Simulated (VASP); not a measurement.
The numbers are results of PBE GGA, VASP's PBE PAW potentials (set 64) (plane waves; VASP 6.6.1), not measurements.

The input files of a VASP run:

INCAR:
```
# general
SYSTEM   =  NiO
PREC     =  Accurate
ENCUT    =  400
LREAL    =  .FALSE.   # projection in real space or not
LASPH    =  .TRUE.   # aspherical one-centre terms

# electronic loop
EDIFF    =  1E-6   # SCF stop (eV)
NELM     =  100
ALGO     =  Normal   # blocked Davidson
LMAXMIX  =  4   # l cut-off of mixed one-centre charges

# smearing
ISMEAR   =  -1   # Fermi-Dirac
SIGMA    =  0.01

# functional
GGA      =  PE

# spin
ISPIN    =  2   # spin-polarised

# ions
ISIF     =  2   # forces and stress, cell fixed

# output
LWAVE    =  .FALSE.
LCHARG   =  .FALSE.
LORBIT   =  11   # lm-projected
```

### KPOINTS
```
Automatic mesh
0
Gamma
11 11 11
0 0 0
```

**POSCAR**
```
NiO
1
    0.0000000000     2.0921230000     2.0921230000
    2.0921230000     0.0000000000     2.0921230000
    2.0921230000     2.0921230000     0.0000000000
Ni O
1 1
Direct
  0.0000000000   0.0000000000   0.0000000000
  0.5000000000   0.5000000000   0.5000000000
```

POTCAR, in this order: Ni O (PBE.64 set). Program: vasp_std. The INCAR's line for the spin-polarised start is left out here.

Question: What will the output report for the number of irreducible k-points (NKPTS), largest plane-wave count, number of space-group operations, FFT grid (NGX, NGY, NGZ)?

Answer: 
```yaml
number of irreducible k-points (NKPTS): 56
largest_plane_wave_count: 338
number_of_space_group_operations: 48
FFT grid (NGX, NGY, NGZ): 20 × 20 × 20
```

The structure comes from a computed database's NiO entry; how it stands against other phases isn't given here. The cell was not relaxed at this level.
